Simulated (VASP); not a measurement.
Input:

```
CELL_PARAMETERS angstrom
      3.14697     1.81690     2.66281
     -3.14697     1.81690     2.66281
      0.00000    -3.63380     2.66281
ATOMIC_POSITIONS crystal
  Tl 0.00837 0.00837 0.00837
  I  0.50211 0.50211 0.50211
  O  0.90370 0.46174 0.46174
  O  0.46174 0.90370 0.46174
  O  0.46174 0.46174 0.90370
```

These are r2SCAN meta-GGA, VASP's PBE PAW potentials (set 64) (plane waves; VASP) values and carry that method's errors. Settings: 520 eV cut-off, 6×6×6 Γ-centred mesh, Gaussian smearing of 0.010 eV, potentials Tl_d I O.

Unless said otherwise, spin-orbit coupling is left out, though it shifts the bands of the heavy elements here.

Question: Predict the energy per atom (σ→0), band gap (on the k-mesh) with the smallest direct gap where there is one.

Answer: 
```
Property                                      Result
-----------------------------------  ---------------
band gap (on the k-mesh)                     3.05 eV
smallest direct gap (on the k-mesh)          3.05 eV
energy per atom (σ→0)                -19.730 eV/atom
```

Only differences to runs with the same potentials and settings are physical.

The structure comes from a computed database's TlIO3 entry (R3m); how it stands against other phases isn't given here. It was relaxed first.
